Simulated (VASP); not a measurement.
# ZnGaP (P-6m2) in VASP: notebook

The runs below take ZnGaP through relaxation of cell and atoms, with PBE.

Everything below comes from runs of VASP 6.6.1. Logs are shortened: lines on timing, memory, paths and dates and some standing lists are left out, and cuts for length are marked.

## 1. The crystal as given

Symmetry: P-6m2, No. 187, hexagonal system. Conventional cell: a = 4.016 Å, b = 4.016 Å, c = 4.404 Å, α = 90.00°, β = 90.00°, γ = 120.00°. Zn (site symmetry -6m2) is surrounded by 3 P at 2.32 Å. Around Ga (site symmetry -6m2) lie 6 Zn at 3.20 Å and 6 P at 3.20 Å. P (site symmetry -6m2) is surrounded by 3 Zn at 2.32 Å.

The cell was built by a generator and needn't be a form met in nature.

## 2. Relaxation of cell and atoms, PBE

INCAR reads:

```
ALGO = Normal
EDIFF = 1E-7
EDIFFG = -0.005
ENCUT = 600
GGA = PE
IBRION = 2
ISIF = 3
ISMEAR = -1
LASPH = True
LCHARG = False
LREAL = False
LWAVE = False
NELM = 60
NSW = 40
PREC = Accurate
PSTRESS = 0
SIGMA = 0.05
```

KPOINTS reads:

```
k-points
0
Gamma
  8 8 6
```

POSCAR reads:

```
ZnGaP
1.0
    4.0159400000      0.0000000000      0.0000000000
   -2.0079700000      3.4779100000      0.0000000000
    0.0000000000      0.0000000000      4.4042000000
Zn Ga P
1 1 1
Direct
    0.0000000000      0.0000000000      0.5000000000
    0.6666700000      0.3333300000      0.0000000000
    0.3333300000      0.6666700000      0.5000000000
```

Potentials or basis: VASP PAW PBE potentials, release 64 (Zn, Ga_d, P).

Run with:

```sh
$ cat potpaw_PBE.64/Zn/POTCAR potpaw_PBE.64/Ga_d/POTCAR potpaw_PBE.64/P/POTCAR > POTCAR
$ mpirun -np 1 vasp_std > vasp.out
```

OUTCAR:

```text
EDIFF = 1E-7
   EDIFFG = -0.005
   ENCUT = 600
   GGA = PE
   IBRION = 2
   ISIF = 3
   ISMEAR = -1
   LASPH = True
   LREAL = False
   NELM = 60
   NSW = 40
   PREC = Accurate
   PSTRESS = 0

 ion  position               nearest neighbor table
   1  0.000  0.000  0.500-   3 2.32   3 2.32   3 2.32
   2  0.667  0.333  0.000-
   3  0.333  0.667  0.500-   1 2.32   1 2.32   1 2.32

  LATTYP: Found a hexagonal cell.
 ALAT       =     4.0159400000
 C/A-ratio  =     1.0966797313

  Lattice vectors:

 A1 = (   4.0159400000,   0.0000000000,   0.0000000000)
 A2 = (  -2.0079700000,   3.4779100000,   0.0000000000)
 A3 = (   0.0000000000,   0.0000000000,   4.4042000000)

Analysis of symmetry for initial positions (statically):
=====================================================================
 Subroutine PRICEL returns:
 Original cell was already a primitive cell.

 Routine SETGRP: Setting up the symmetry group for a
 hexagonal supercell.

 Subroutine GETGRP returns: Found  4 space group operations
 (whereof  4 operations were pure point group operations)
 out of a pool of 24 trial point group operations.

The static configuration has the point symmetry C_2v.

Analysis of symmetry for dynamics (positions and initial velocities):
=====================================================================
 Subroutine PRICEL returns:
 Original cell was already a primitive cell.

 Routine SETGRP: Setting up the symmetry group for a
 hexagonal supercell.

 Subroutine GETGRP returns: Found  4 space group operations
 (whereof  4 operations were pure point group operations)
 out of a pool of 24 trial point group operations.

The dynamic configuration has the point symmetry C_2v.

 Subroutine INISYM returns: Found  4 space group operations
 (whereof  4 operations are pure point group operations),
 and found     1 'primitive' translations

----------------------------------------------------------------------------------------

                                     Primitive cell

  volume of cell :      61.5138

  direct lattice vectors                    reciprocal lattice vectors
     4.015940000  0.000000000  0.000000000     0.249007704  0.143764502  0.000000000
    -2.007970000  3.477910000  0.000000000     0.000000000  0.287529004  0.000000000
     0.000000000  0.000000000  4.404200000     0.000000000  0.000000000  0.227055992

  length of vectors
     4.015940000  4.015943412  4.404200000     0.287529249  0.287529004  0.227055992

[... 88 lines left out ...]
   ISIF   =      3    stress and relaxation
   ISYM   =      2    0-nonsym 1-usesym 2-fastsym
   POTIM  = 0.5000    time-step for ionic-motion
   TEBEG  =    0.0;   TEEND  =   0.0 temperature during run
   PSTRESS=    0.0 pullay stress
   NELECT =      30.0000    total number of electrons
   NUPDOWN=      -1.0000    fix difference up-down
   EMIN   =  10.00;   EMAX   =-10.00  energy-range for DOS
   EFERMI =   0.00;   METHOD = LEGACY
   ISMEAR =    -1;   SIGMA  =   0.05  broadening in eV -4-tet -1-fermi 0-gaus
   EFERMI_NEDOS =   21; number of points for ismear=-14 and -15
   IALGO  =     38    algorithm
   IMIX   =      4    mixing-type and parameters
     AMIX     =   0.40;   BMIX     =  1.00
     AMIX_MAG =   1.60;   BMIX_MAG =  1.00
  volume/ion in A,a.u.               =      20.50       138.37
  Fermi-wavevector in a.u.,A,eV,Ry     =   1.288619  2.435136 22.592989  1.660538
  Thomas-Fermi vector in A             =   2.420561
   LORBIT       =      0    0 simple, 1 ext, 2 COOP (PROOUT), +10 PAW based schemes
   GGA     = PE    functional components
   LHFCALC =     F    Hartree Fock is set to
   AEXX    =    0.0000 exact exchange contribution
   IVDW    =     0    specifies the selected vdW correction
   LEPSILON=     F    determine dielectric tensor
   LRPA    =     F    only Hartree local field effects (RPA)
 conjugate gradient relaxation of ions
 non-spin polarized calculation
  energy-cutoff  :      600.00
  volume of cell :       61.51
 maximum number of plane-waves:      2070
   NGX = 17   NGY = 17   NGZ = 17

--------------------------------------- Ionic step        1  -------------------------------------------

 number of electron      29.9999995 magnetization

 Free energy of the ion-electron system (eV)
  ---------------------------------------------------
  ext. energy  EPLUGINS =         0.00000000
  ---------------------------------------------------
  free energy    TOTEN  =        -9.24529909 eV

  energy without entropy =       -9.24116384  energy(sigma->0) =       -9.24323146

------------------------ aborting loop because EDIFF is reached ----------------------------------------

  FORCE on cell =-STRESS in cart. coord.  units (eV):
  Direction    XX          YY          ZZ          XY          YZ          ZX
  --------------------------------------------------------------------------------------
  -------------------------------------------------------------------------------------
  Total        0.0506281      0.0503352     -0.0484375     -0.0002538      0.0000000      0.0000000
  in kB        1.3186510      1.3110211     -1.2615950     -0.0066103      0.0000000      0.0000000
  external PRESSURE =       0.4560257 kB  Pullay stress =       0.0000000 kB
[... 98 lines left out ...]
--------------------------------------- Ionic step        4  -------------------------------------------

 number of electron      29.9999996 magnetization

 E-fermi :   3.7478     XC(G=0):  -9.9981

 val. band max:        3.7346445195   @ k =  -0.1250   0.2500   0.3333
 cond. band min:       3.8627565983   @ k =  -0.2500   0.5000   0.3333
 fundamental gap:      0.1281120788
 Fermi energy:         3.7478077569

 k-point     1 :       0.0000    0.0000    0.0000
  band No.  band energies     occupation
      1     -10.9841      2.00000
      2     -10.9658      2.00000
      3     -10.9658      2.00000
      4     -10.9649      2.00000
      5     -10.9649      2.00000
      6      -8.1108      2.00000
[... 555 lines left out ...]
--------------------------------------- Ionic step        5  -------------------------------------------

 number of electron      29.9999996 magnetization

 Free energy of the ion-electron system (eV)
  ---------------------------------------------------
  ext. energy  EPLUGINS =         0.00000000
  ---------------------------------------------------
  free energy    TOTEN  =        -9.24541516 eV

  energy without entropy =       -9.24128626  energy(sigma->0) =       -9.24335071

 E-fermi :   3.7589     XC(G=0): -10.0041

 val. band max:        3.7468480391   @ k =  -0.1250   0.2500   0.3333
 cond. band min:       3.8705557655   @ k =  -0.2500   0.5000   0.3333
 fundamental gap:      0.1237077264
 Fermi energy:         3.7588781719

 k-point     1 :       0.0000    0.0000    0.0000
  band No.  band energies     occupation
      1     -10.9730      2.00000
      2     -10.9546      2.00000
      3     -10.9546      2.00000
      4     -10.9538      2.00000
      5     -10.9538      2.00000
      6      -8.1073      2.00000
[... 549 lines left out ...]
  FREE ENERGIE OF THE ION-ELECTRON SYSTEM (eV)
  ---------------------------------------------------
  free  energy   TOTEN  =        -9.2454151597 eV

  energy  without entropy=       -9.2412862615  energy(sigma->0) =       -9.24335071

 reached required accuracy - stopping structural energy minimisation
```

OSZICAR:

```text
N       E                     dE             d eps       ncg     rms          rms(c)
DAV:   1     0.172788353885E+03    0.17279E+03   -0.16295E+04  3192   0.253E+03
[... 38 lines left out ...]
       N       E                     dE             d eps       ncg     rms          rms(c)
DAV:   1    -0.924606404895E+01   -0.66112E-03   -0.10218E-02  3663   0.163E+00    0.172E-01
DAV:   2    -0.924553823726E+01    0.52581E-03   -0.21710E-03  3672   0.102E+00    0.726E-02
DAV:   3    -0.924544330085E+01    0.94936E-04   -0.13547E-04  4198   0.182E-01    0.339E-02
DAV:   4    -0.924541610350E+01    0.27197E-04   -0.21777E-05  4445   0.682E-02    0.753E-03
DAV:   5    -0.924541512394E+01    0.97956E-06   -0.60307E-06  3911   0.298E-02    0.181E-03
DAV:   6    -0.924541515970E+01   -0.35758E-07   -0.95287E-07  3408   0.129E-02
   5 F= -.92454152E+01 E0= -.92433507E+01  d E =-.420441E-04
```

Run time: 2.2 min. Hardware: 1 thread of Intel Xeon Platinum 8559C (Emerald Rapids), shared host; peak memory 0.29 GiB.

What came out:

```
Free energy                            : -9.2454 eV
Relaxed volume                         : 20.48 Å³/atom
Relaxed cell                           : a = 4.020 Å, b = 4.020 Å, c = 4.391 Å, α = 90.00°, β = 90.00°, γ = 120.00°
Space group after relaxing (to 0.05 Å) : P-6m2 (No. 187)
Energy gained by relaxing              : 0.0 meV/atom
Ionic steps                            : 5
Pressure after relaxing                : 0.0 GPa
Band gap on the k mesh                 : none (metal or under the smearing width)
```

The path:
| step | energy change (eV) | largest force (eV/Å) | pressure (GPa) | volume (Å³) |
| --- | --- | --- | --- | --- |
| 1 | 0.0000 | 0.0002 | 0.05 | 61.51 |
| 2 | -0.0001 | 0.0001 | -0.02 | 61.57 |
| 3 | -0.0001 | 0.0001 | -0.07 | 61.59 |
| 4 | -0.0001 | 0.0001 | -0.05 | 61.52 |
| 5 | -0.0001 | 0.0000 | -0.01 | 61.45 |

Final structure:
```
Zn Ga P
1.0
     4.01990   -0.00002    0.00000
    -2.00997    3.48134    0.00000
     0.00000    0.00000    4.39067
Zn Ga P
1 1 1
Cartesian
  4.0199 0.0000 2.1953
  2.0100 1.1604 0.0000
  0.0000 2.3209 2.1953
```

## 3. Relaxation of cell and atoms, PBE

INCAR reads:

```
PREC = Accurate ; ENCUT = 600
EDIFF = 1E-7 ; ISMEAR = 1
SIGMA = 0.02 ; LREAL = F
LASPH = T ; NELM = 60
ALGO = Fast ; ISIF = 3
LWAVE = F ; LCHARG = F
GGA = PE ; IBRION = 2
NSW = 40 ; EDIFFG = -0.005
PSTRESS = 0 ; LMAXMIX = 6
```

KPOINTS reads:

```
Automatic mesh
0
Gamma
  8 8 6
```

POSCAR is that of step 2.

Potentials or basis: VASP PAW PBE potentials, release 64 (Zn, Ga_d, P).

Run with:

```sh
$ cat potpaw_PBE.64/Zn/POTCAR potpaw_PBE.64/Ga_d/POTCAR potpaw_PBE.64/P/POTCAR > POTCAR
$ mpirun -np 1 vasp_std > vasp.out
```

OUTCAR:

```text
PREC = Accurate
   ENCUT = 600
   EDIFF = 1E-7
   ISMEAR = 1
   LREAL = F
   LASPH = T
   NELM = 60
   ISIF = 3
   GGA = PE
   IBRION = 2
   NSW = 40
   EDIFFG = -0.005
   PSTRESS = 0

 ion  position               nearest neighbor table
   1  0.000  0.000  0.500-   3 2.32   3 2.32   3 2.32
   2  0.667  0.333  0.000-
   3  0.333  0.667  0.500-   1 2.32   1 2.32   1 2.32

  LATTYP: Found a hexagonal cell.
 ALAT       =     4.0159400000
 C/A-ratio  =     1.0966797313

  Lattice vectors:

 A1 = (   4.0159400000,   0.0000000000,   0.0000000000)
 A2 = (  -2.0079700000,   3.4779100000,   0.0000000000)
 A3 = (   0.0000000000,   0.0000000000,   4.4042000000)

[... 406 lines left out ...]
  ext. energy  EPLUGINS =         0.00000000
  ---------------------------------------------------
  free energy    TOTEN  =        -9.24282785 eV

  energy without entropy =       -9.24265669  energy(sigma->0) =       -9.24277080

 E-fermi :   3.7346     XC(G=0):  -9.9956

 val. band max:        3.7326558767   @ k =  -0.1250   0.2500   0.3333
 cond. band min:       3.8602351835   @ k =  -0.2500   0.5000   0.3333
 fundamental gap:      0.1275793068
 Fermi energy:         3.7346157363

 k-point     1 :       0.0000    0.0000    0.0000
  band No.  band energies     occupation
      1     -10.9843      2.00000
      2     -10.9667      2.00000
      3     -10.9667      2.00000
      4     -10.9653      2.00000
      5     -10.9653      2.00000
      6      -8.1094      2.00000
[... 505 lines left out ...]
      6      -7.8675      2.00000
[... 11 lines left out ...]
     18       7.0999      0.00000
     19       8.1371      0.00000

 [... further k-points ...]

------------------------ aborting loop because EDIFF is reached ----------------------------------------

  FORCE on cell =-STRESS in cart. coord.  units (eV):
  Direction    XX          YY          ZZ          XY          YZ          ZX
  --------------------------------------------------------------------------------------
  -------------------------------------------------------------------------------------
  Total        0.0006105      0.0006113     -0.0041028      0.0000007      0.0000000      0.0000000
  in kB        0.0158927      0.0159135     -0.1068062      0.0000180      0.0000000      0.0000000
  external PRESSURE =      -0.0250000 kB  Pullay stress =       0.0000000 kB
[... 18 lines left out ...]
  FREE ENERGIE OF THE ION-ELECTRON SYSTEM (eV)
  ---------------------------------------------------
  free  energy   TOTEN  =        -9.2428278532 eV

  energy  without entropy=       -9.2426566877  energy(sigma->0) =       -9.24277080

 reached required accuracy - stopping structural energy minimisation
```

OSZICAR:

```text
N       E                     dE             d eps       ncg     rms          rms(c)
DAV:   1     0.172790822868E+03    0.17279E+03   -0.16295E+04  3192   0.253E+03
DAV:   2     0.621851917761E+01   -0.16657E+03   -0.16224E+03  3281   0.432E+02
DAV:   3    -0.932579785934E+01   -0.15544E+02   -0.15202E+02  3628   0.118E+02
DAV:   4    -0.980623297503E+01   -0.48044E+00   -0.47564E+00  3882   0.190E+01
[... 51 lines left out ...]
RMM:   2    -0.924285262355E+01    0.96024E-04   -0.33612E-04  3416   0.234E-01    0.333E-02
RMM:   3    -0.924283332905E+01    0.19295E-04   -0.36864E-05  3457   0.667E-02    0.163E-02
RMM:   4    -0.924282781240E+01    0.55167E-05   -0.10300E-05  3683   0.281E-02    0.419E-03
RMM:   5    -0.924282782465E+01   -0.12249E-07   -0.23801E-06  3495   0.165E-02    0.117E-03
RMM:   6    -0.924282785318E+01   -0.28535E-07   -0.55537E-07  2672   0.750E-03
   7 F= -.92428279E+01 E0= -.92427708E+01  d E =-.371006E-04
```

Run time: 2.8 min. Hardware: 1 thread of Intel Xeon Platinum 8559C (Emerald Rapids), shared host; peak memory 0.29 GiB.

Results:

```yaml
Free_energy: -9.2428 eV
Relaxed_volume: 20.52 Å³/atom
Relaxed_cell: a = 4.021 Å, b = 4.021 Å, c = 4.396 Å, α = 90.00°, β = 90.00°, γ = 120.00°
Space_group_after_relaxing_to_0.05_Å: P-6m2 (No. 187)
Energy_gained_by_relaxing: 0.0 meV/atom
Ionic_steps: 7
Pressure_after_relaxing: 0.0 GPa
Band_gap_on_the_k_mesh: none (metal or under the smearing width)
```

Step by step:
| step | energy change (eV) | largest force (eV/Å) | pressure (GPa) | volume (Å³) |
| --- | --- | --- | --- | --- |
| 1 | 0.0000 | 0.0002 | 0.11 | 61.51 |
| 2 | -0.0001 | 0.0001 | -0.04 | 61.64 |
| 3 | -0.0001 | 0.0001 | -0.06 | 61.64 |
| 4 | -0.0001 | 0.0001 | -0.05 | 61.63 |
| 5 | -0.0001 | 0.0001 | -0.02 | 61.59 |
| 6 | -0.0001 | 0.0001 | -0.04 | 61.58 |
| 7 | -0.0001 | 0.0001 | 0.00 | 61.55 |

Final structure:
```
Zn Ga P
1.0
     4.02094   -0.00003    0.00000
    -2.01049    3.48222    0.00000
     0.00000    0.00000    4.39558
Zn Ga P
1 1 1
Direct
  0.00000 0.00000 0.50000
  0.66667 0.33333 0.00000
  0.33333 0.66667 0.50000
```

Levels at points of the mesh, in eV from the Fermi level:
```
           k point  band 11  band 12  band 13  band 14  band 15  band 16  band 17  band 18  band 19
(0.00, 0.00, 0.00)    -7.25    -3.96    -2.90    -0.64    -0.64     2.05     2.51     2.51     5.54
(0.50, 0.00, 0.00)    -7.26    -6.61    -2.61    -2.56    -0.80     1.34     1.59     2.72     4.75
(0.50, 0.50, 0.00)    -7.26    -6.61    -2.61    -2.56    -0.80     1.34     1.59     2.72     4.75
(0.00, 0.00, 0.50)    -7.15    -7.11    -0.47    -0.47     0.92     1.48     4.15     4.15     4.46
(0.50, 0.00, 0.50)    -7.02    -5.59    -4.63    -3.21    -2.10     1.07     1.98     2.57     6.91
(0.50, 0.50, 0.50)    -7.02    -5.59    -4.63    -3.21    -2.10     1.08     1.98     2.57     6.91
```

(Continued in part 2 of 2.)
